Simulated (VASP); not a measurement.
An input for Ansatz (written as the equivalent of a VASP run, and not itself run):

Ansatz 0.2 input:
```yaml
crystal:
  lattice:
    - [2.7560000, 0.0000000, 0.0000000]
    - [0.0000000, 2.7560000, 0.0000000]
    - [0.0000000, 0.0000000, 2.7560000]
  atoms:
    - { symbol: Pb, position: [0.0000000, 0.0000000, 0.0000000] }
    - { symbol: O, position: [0.5000000, 0.5000000, 0.5000000] }
kpoints:
  mp_grid: { grid: [9, 9, 9] }
hamiltonian:
  xc: pbesol
  pseudopotentials: { kind: paw }
scf:
  occupations: { method: gaussian, width: 0.05 }
  max_iter: 100
relax:
  max_steps: 60
  f_tol: 0.01
  cell: {}
output: { forces: true, stress: true, eigenvalues: true }
```

Q: Translate this input to VASP (INCAR, KPOINTS, POSCAR, choice of POTCAR).

A: This is not unique; one that fits is 
INCAR:
```
# general
SYSTEM   =  PbO
PREC     =  Accurate
ENCUT    =  520
LREAL    =  .FALSE.
LASPH    =  .TRUE.

# electronic loop
EDIFF    =  1E-6
NELM     =  100
ALGO     =  Normal
LMAXMIX  =  4

# smearing
ISMEAR   =  0
SIGMA    =  0.05

# functional
GGA      =  PS

# ions
IBRION   =  2
NSW      =  60
ISIF     =  3
EDIFFG   =  -0.01

# output
LWAVE    =  .FALSE.
LCHARG   =  .FALSE.
```

POSCAR:
```
PbO
1
    2.7560000000     0.0000000000     0.0000000000
    0.0000000000     2.7560000000     0.0000000000
    0.0000000000     0.0000000000     2.7560000000
Pb O
1 1
Direct
  0.0000000000   0.0000000000   0.0000000000
  0.5000000000   0.5000000000   0.5000000000
```

### KPOINTS
```
Automatic mesh
0
Gamma
9 9 9
0 0 0
```

POTCAR, in this order: Pb_d O (PBE.64 set). Program: vasp_std.

Limits of the translation: each code has its own PAW files, so the cut-off isn't converted (ENCUT is set for VASP's; basis.ecutwfc is left out, and Ansatz then takes the one that its files recommend); Ansatz stops its SCF on the density residual and VASP on the energy change (EDIFF).

The structure was generated: PbO was put into the CsCl type type (Pm-3m), which need not be its known phase. This run relaxes it. Symmetry was kept, so distortions that lower it aren't found.
